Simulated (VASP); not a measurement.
Input:

```yaml
crystal:
  lattice:
    - [3.90809, 0.00000, 0.00000]
    - [0.00000, 3.90809, 0.00000]
    - [0.00000, 0.00000, 3.90809]
  atoms:
    - { symbol: Sr, position: [0.00000, 0.00000, 0.00000] }
    - { symbol: Ti, position: [0.50000, 0.50000, 0.50000] }
    - { symbol: O, position: [0.50000, 0.00000, 0.50000] }
    - { symbol: O, position: [0.00000, 0.50000, 0.50000] }
    - { symbol: O, position: [0.50000, 0.50000, 0.00000] }
```

These are SCAN meta-GGA, VASP's PBE PAW potentials (set 64) (plane waves; VASP) values and carry that method's errors. Settings: 520 eV cut-off, 8×8×8 Γ-centred mesh, tetrahedra with Blöchl corrections, potentials Sr_sv Ti_sv O.

Task: Estimate the energy per atom (σ→0), band gap (over mesh and band path) with the smallest direct gap where there is one.

Result: 
| Item | Value |
|---|---|
| band gap (over mesh and band path) | 2.27 eV |
| smallest direct gap (over mesh and band path) | 2.66 eV |
| energy per atom (σ→0) | -14.902 eV/atom |

Total energies compare only between runs with the same potentials, cut-off and functional.

The compound is SrTiO3 in the cubic perovskite structure, the ideal cubic form; the compound distorts at low or room temperature. It was relaxed first.
